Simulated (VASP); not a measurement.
A convergence study with VASP on Rb (bcc): one setting is varied, all else stays as given below, so the limit is that of these other settings.

```xyz
1
Lattice="-2.8250 2.8250 2.8250 2.8250 -2.8250 2.8250 2.8250 2.8250 -2.8250" Properties=species:S:1:pos:R:3 pbc="T T T"
Rb     0.0000     0.0000     0.0000
```

All values below come from PBE GGA, VASP's PBE PAW potentials (set 64) (plane waves; VASP). The tightest run used: 550 eV cut-off, 14×14×14 Monkhorst-Pack mesh, first-order Methfessel-Paxton smearing of 0.10 eV, potentials Rb_sv.

```json
[
 {"setting": "1×1×1 mesh", "E (eV/atom)": "-1.9601", "pressure (GPa)": "-0.16", "irreducible k-points": "1"},
 {"setting": "2×2×2 mesh", "E (eV/atom)": "-0.8258", "pressure (GPa)": "0.24", "irreducible k-points": "2"},
 {"setting": "3×3×3 mesh", "E (eV/atom)": "-1.0197", "pressure (GPa)": "-0.07", "irreducible k-points": "4"},
 {"setting": "4×4×4 mesh", "E (eV/atom)": "-0.9241", "pressure (GPa)": "0.04", "irreducible k-points": "6"}
]
```

These are the cheaper rows. Estimate the results at 14×14×14 mesh, and how far the last row shown lies from them.

```json
[
 {"quantity": "E (eV/atom)", "tightest run": "-0.9366", "last row shown is off by": "0.0125"},
 {"quantity": "pressure (GPa)", "tightest run": "0.02", "last row shown is off by": "0.02"}
]
```

Left out are rungs that failed or repeat a setting and relaxations that didn't move; long series are thinned to 24 rows.

The compound is Rb in the bcc structure. The cell was not relaxed at this level.
